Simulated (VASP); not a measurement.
The system is Si2WC3.

```xyz
6
Lattice="2.9544 -2.9647 0.0000 2.9544 2.9647 0.0000 0.0000 0.0000 5.8772" Properties=species:S:1:pos:R:3 pbc="T T T"
Si    0.0000    0.0000    4.8960
Si    0.0000    0.0000    0.9812
W     0.0000    0.0000    2.9386
C     2.9544    0.7829    2.9386
C     2.9544   -0.7829    2.9386
C     2.9544    0.0000    0.0000
```

The cell was built by a generator and needn't be a form met in nature.

```yaml
Program: VASP 6.6.1
Task: relaxation of cell and atoms
Functional: PBE
Potentials_or_basis: VASP PAW PBE potentials, release 64 (Si, W_sv, C)
Cutoff: 520 eV
k_mesh: 4 × 4 × 3
Occupations: gaussian, width 0.15 eV
Spin: no spin polarisation
```

At the start: pressure 10.9 GPa; volume 17.16 Å³/atom.

Q: How do energy, volume and symmetry change on relaxing?

A: Over 22 steps the energy falls by 1957.5 meV/atom and the volume is 13.63 Å³/atom (-20.6 %); space group Cmmm (No. 65, to 0.05 Å).

The path:
```csv
step,energy change (eV),largest force (eV/Å),pressure (GPa),volume (Å³)
1,0.0000,5.3637,10.89,102.95
2,7.9610,102.3006,38.15,109.15
3,-7.3083,5.9300,-6.95,108.57
4,-8.1347,4.8296,-3.20,98.70
5,-8.6779,1.2158,-8.54,103.19
6,-10.2949,2.3423,-2.77,89.38
7,-9.9871,8.6302,31.41,72.60
8,-10.8395,3.6926,3.24,83.41
9,-10.9194,4.8850,8.46,80.23
10,-11.1888,3.1548,11.48,77.02
11,-11.2097,3.2556,10.23,77.70
12,-11.4585,2.5585,5.68,79.32
13,-11.6832,1.4221,-4.22,83.67
14,-11.6872,1.2837,-3.30,83.15
15,-11.7284,0.3419,-1.74,82.77
16,-11.7288,0.5309,-1.54,82.73
17,-11.7402,0.1985,-0.86,82.29
18,-11.7433,0.1627,-0.15,81.88
19,-11.7433,0.1480,-0.12,81.90
20,-11.7446,0.0940,0.04,81.80
21,-11.7448,0.1265,0.25,81.73
22,-11.7451,0.0681,0.24,81.75
```

Final structure:
```
Si W C
1.0
     2.05264   -2.75446    0.00000
     2.05264    2.75446    0.00000
     0.00000    0.00000    7.22952
Si W C
2 1 3
Direct
  0.00000 0.00000 0.84728
  0.00000 0.00000 0.15272
  0.00000 0.00000 0.50000
  0.38045 0.61955 0.50000
  0.61955 0.38045 0.50000
  0.50000 0.50000 0.00000
```

Caveat: the k mesh is coarse (spacing up to 0.38 Å⁻¹), so the values aren't converged; the volume moved by over 15 % at a fixed basis, so the end points are rough.
